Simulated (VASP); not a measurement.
Output of a VASP run:

### OSZICAR
```
...
DAV:   1     0.714545285516E+03    0.71455E+03   -0.31655E+04  3176   0.191E+03
DAV:   2     0.411498993585E+02   -0.67340E+03   -0.64974E+03  3448   0.542E+02
DAV:   3    -0.274468490412E+02   -0.68597E+02   -0.68228E+02  3288   0.182E+02
DAV:   4    -0.292380273350E+02   -0.17912E+01   -0.17769E+01  3712   0.295E+01
DAV:   5    -0.292706184958E+02   -0.32591E-01   -0.32587E-01  3200   0.435E+00    0.201E+01
DAV:   6    -0.250283254922E+02    0.42423E+01   -0.28416E+01  3680   0.376E+01    0.144E+01
DAV:   7    -0.251491948321E+02   -0.12087E+00   -0.19497E+00  3304   0.106E+01    0.983E+00
DAV:   8    -0.249916794440E+02    0.15752E+00   -0.43142E-01  3240   0.589E+00    0.335E+00
DAV:   9    -0.251419232245E+02   -0.15024E+00   -0.86048E-02  3824   0.325E+00    0.864E-01
DAV:  10    -0.251451213782E+02   -0.31982E-02   -0.20302E-02  3192   0.900E-01    0.169E-01
DAV:  11    -0.251453439510E+02   -0.22257E-03   -0.73266E-04  3544   0.246E-01    0.661E-02
DAV:  12    -0.251455301326E+02   -0.18618E-03   -0.83537E-05  3344   0.738E-02    0.485E-02
DAV:  13    -0.251455579364E+02   -0.27804E-04   -0.28296E-05  3344   0.382E-02    0.121E-02
DAV:  14    -0.251455678463E+02   -0.99099E-05   -0.90018E-06  3392   0.250E-02    0.314E-03
DAV:  15    -0.251455692722E+02   -0.14259E-05   -0.55892E-07  3016   0.547E-03    0.147E-03
DAV:  16    -0.251455696619E+02   -0.38973E-06   -0.10394E-07  2352   0.234E-03    0.824E-04
DAV:  17    -0.251455696707E+02   -0.87839E-08   -0.90438E-09  1712   0.788E-04
   1 F= -.25145570E+02 E0= -.25145570E+02  d E =-.251456E+02  mag=     0.0000
       N       E                     dE             d eps       ncg     rms          rms(c)
DAV:   1    -0.251470843377E+02   -0.15147E-02   -0.94735E-02  3104   0.241E+00    0.280E-01
DAV:   2    -0.251463408563E+02    0.74348E-03   -0.20583E-03  3520   0.383E-01    0.169E-01
DAV:   3    -0.251460110448E+02    0.32981E-03   -0.35637E-04  3992   0.153E-01    0.916E-02
DAV:   4    -0.251459845253E+02    0.26520E-04   -0.96070E-05  3616   0.692E-02    0.267E-02
DAV:   5    -0.251459843964E+02    0.12881E-06   -0.57623E-06  3120   0.170E-02    0.165E-02
DAV:   6    -0.251459846628E+02   -0.26639E-06   -0.66698E-07  3848   0.670E-03    0.646E-03
DAV:   7    -0.251459850204E+02   -0.35758E-06   -0.13893E-07  2456   0.277E-03    0.102E-03
DAV:   8    -0.251459849088E+02    0.11162E-06   -0.19430E-08  1592   0.121E-03    0.394E-04
DAV:   9    -0.251459849217E+02   -0.12890E-07   -0.58383E-09  1600   0.624E-04
   2 F= -.25145985E+02 E0= -.25145985E+02  d E =-.415251E-03  mag=     0.0000
       N       E                     dE             d eps       ncg     rms          rms(c)
DAV:   1    -0.251508749333E+02   -0.48900E-02   -0.39522E-01  3104   0.493E+00    0.573E-01
DAV:   2    -0.251477966740E+02    0.30783E-02   -0.85799E-03  3504   0.782E-01    0.345E-01
DAV:   3    -0.251464208804E+02    0.13758E-02   -0.14797E-03  3992   0.312E-01    0.187E-01
DAV:   4    -0.251463018416E+02    0.11904E-03   -0.40147E-04  3608   0.142E-01    0.545E-02
DAV:   5    -0.251463030927E+02   -0.12511E-05   -0.24189E-05  3128   0.348E-02    0.337E-02
DAV:   6    -0.251463039882E+02   -0.89546E-06   -0.27715E-06  3840   0.136E-02    0.132E-02
DAV:   7    -0.251463048945E+02   -0.90629E-06   -0.61730E-07  3600   0.562E-03    0.217E-03
DAV:   8    -0.251463046790E+02    0.21552E-06   -0.51107E-08  1904   0.202E-03    0.817E-04
DAV:   9    -0.251463047073E+02   -0.28329E-07   -0.19157E-08  1648   0.114E-03
   3 F= -.25146305E+02 E0= -.25146305E+02  d E =-.735037E-03  mag=     0.0000
```

OUTCAR:
```
------------------------ aborting loop because EDIFF is reached ----------------------------------------
  FORCE on cell =-STRESS in cart. coord.  units (eV):
  Direction    XX          YY          ZZ          XY          YZ          ZX
  --------------------------------------------------------------------------------------
  Total       -1.2703450     -1.2703450     -1.2804375      0.0000000      0.0000000      0.0000000
  in kB      -25.1765105    -25.1765105    -25.3765306      0.0000000      0.0000000      0.0000000
  external PRESSURE =     -25.2431839 kB  Pullay stress =       0.0000000 kB
  volume of cell :       80.84
      direct lattice vectors                 reciprocal lattice vectors
     4.929207924  0.000000000  0.000000000     0.202872351 -0.000000000  0.000000000
     0.000000000  4.929207924  0.000000000    -0.000000000  0.202872351  0.000000000
     0.000000000  0.000000000  3.327227048     0.000000000  0.000000000  0.300550574
 POSITION                                       TOTAL-FORCE (eV/Angst)
 -----------------------------------------------------------------------------------
      0.00000      4.92921      0.00000         0.000000      0.000000      0.000000
      2.46460      2.46460      1.66361         0.000000      0.000000      0.000000
      1.49558      1.49558      0.00000        -0.004729     -0.004729     -0.000000
      3.96019      0.96902      1.66361        -0.004729      0.004729      0.000000
      0.96902      3.96019      1.66361         0.004729     -0.004729      0.000000
      3.43362      3.43362      0.00000         0.004729      0.004729      0.000000
 -----------------------------------------------------------------------------------
    total drift:                               -0.000000      0.000000      0.000000
  FREE ENERGIE OF THE ION-ELECTRON SYSTEM (eV)
  ---------------------------------------------------
  free  energy   TOTEN  =       -25.1463047073 eV

  energy  without entropy=      -25.1463047073  energy(sigma->0) =      -25.14630471

 total charge

# of ion       s       p       d       tot
------------------------------------------
    1        0.157   6.135   4.953  11.246
    2        0.157   6.135   4.953  11.246
    3        1.727   4.355   0.000   6.082
    4        1.727   4.355   0.000   6.082
    5        1.727   4.355   0.000   6.082
    6        1.727   4.355   0.000   6.082
--------------------------------------------------
tot          7.220  29.692   9.907  46.819

 magnetization (x)

# of ion       s       p       d       tot
------------------------------------------
    1        0.016   0.013   4.506   4.534
    2       -0.016  -0.013  -4.506  -4.534
    3       -0.002  -0.025   0.000  -0.027
    4        0.002   0.025   0.000   0.027
    5        0.002   0.025   0.000   0.027
    6       -0.002  -0.025   0.000  -0.027
--------------------------------------------------
tot          0.000   0.000  -0.000  -0.000

 reached required accuracy - stopping structural energy minimisation
```
(Selected blocks of OUTCAR.)

File POSCAR:
```
MnF2
1
    4.9174205362     0.0000000000     0.0000000000
    0.0000000000     4.9174205362     0.0000000000
    0.0000000000     0.0000000000     3.3431973397
Mn F
2 4
Direct
  0.0000000000   0.0000000000   0.0000000000
  0.5000000000   0.5000000000   0.5000000000
  0.3030958678   0.3030958678   0.0000000000
  0.8030958678   0.1969041322   0.5000000000
  0.1969041322   0.8030958678   0.5000000000
  0.6969041322   0.6969041322   0.0000000000
```

Task: Reconstruct the remaining input files.

Result: This is not unique; one that fits is the input of the run itself, optB88-vdW, plane waves, VASP's PBE PAW potentials (set 64).

**KPOINTS**
```
Automatic mesh
0
Gamma
5 5 7
0 0 0
```

### INCAR
```
AGGAC  =  0.0
ALGO  =  Normal
EDIFF  =  1E-7
EDIFFG  =  -0.01
ENCUT  =  520
GGA  =  BO
IBRION  =  2
ISIF  =  4
ISMEAR  =  0
ISPIN  =  2
LASPH  =  T
LCHARG  =  F
LMAXMIX  =  4
LORBIT  =  10
LREAL  =  F
LUSE_VDW  =  T
LWAVE  =  F
MAGMOM  =  4.5 -4.5 -0.0 2*0.0 -0.0
NELM  =  100
NSW  =  30
PARAM1  =  0.1833333333
PARAM2  =  0.22
PREC  =  Accurate
SIGMA  =  0.05
SYSTEM  =  MnF2
```

POTCAR, in this order: Mn_pv F (PBE.64 set). Program: vasp_std.

The compound is MnF2 in the rutile structure. This cell is one point of a volume scan, at 1.03 of the reference volume. Symmetry was kept, so distortions that lower it aren't found.
